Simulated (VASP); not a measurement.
Data:

```
Be
1.0
    1.13012    -1.95743     0.00000
    1.13012     1.95743     0.00000
    0.00000     0.00000     3.55096
Be
2
Direct
  0.33333   0.66667   0.25000
  0.66667   0.33333   0.75000
```

Level of theory: PBEsol GGA, VASP's PBE PAW potentials (set 64) (plane waves; VASP). Settings: 480 eV cut-off, 18×18×10 Γ-centred mesh, first-order Methfessel-Paxton smearing of 0.10 eV, potentials Be.

Each relaxation starts from this cell; other phases were not tried.

Q: The cell is relaxed at 5 GPa. What happens?

A: The volume per atom goes from 7.86 to 7.56 Å³ (-3.8 %), and the cell becomes a = b = 2.2248 Å, c = 3.5260 Å, α = β = 90.00°, γ = 120.00°, space group P6_3/mmc.

Q: The cell is relaxed at 15 GPa. What happens?

A: The volume per atom goes from 7.86 to 7.09 Å³ (-9.7 %), and the cell becomes a = b = 2.1765 Å, c = 3.4566 Å, α = β = 90.00°, γ = 120.00°, space group P6_3/mmc.

Failed runs are left out, and for metals the shear rows, which the mesh's noise covers.

The compound is Be in the hcp structure.
